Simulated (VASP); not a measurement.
```
PbO
1.0
    3.92316     0.00000     0.00000
    0.00000     3.92316     0.00000
    0.00000     0.00000     3.49417
Pb O
2 2
Direct
  0.50000   0.00000   0.68425
  0.00000   0.50000   0.31575
  0.50000   0.50000   0.00000
  0.00000   0.00000   0.00000
```

Level of theory: LDA (Ceperley-Alder, Perdew-Zunger), VASP's LDA PAW potentials (set 64) (plane waves; VASP). Settings: 620 eV cut-off, 6×6×6 Γ-centred mesh, Gaussian smearing of 0.050 eV, potentials Pb_d O.

Energy and stress use the plane-wave basis of the starting cell.

Question: The ions, cell shape and volume at an external pressure of 45.0 GPa are relaxed. Which structure does the run end with?

Answer: 
```
PbO
1.0
    3.91883     0.00000     0.00000
    0.00000     3.91883     0.00000
    0.00000     0.00000     3.26392
Pb O
2 2
Direct
  0.50000   0.00000   0.66722
  0.00000   0.50000   0.33278
  0.50000   0.50000   0.00000
  0.00000   0.00000   0.00000
```
Space group P4/nmm (129), at a tolerance of 0.03 Å.

Question: How do energy and volume change from the first to the last step?

Answer: The energy (σ→0) changes by +210.7 meV/atom and the volume by -6.8 %, in 18 ionic steps.

The compound is PbO in the litharge structure. This run relaxes it under an external pressure of 45 GPa. Symmetry was kept, so distortions that lower it aren't found. The k-mesh is coarse (spacing up to 0.32 per Å, 2π included), so the numbers may not be converged in it.
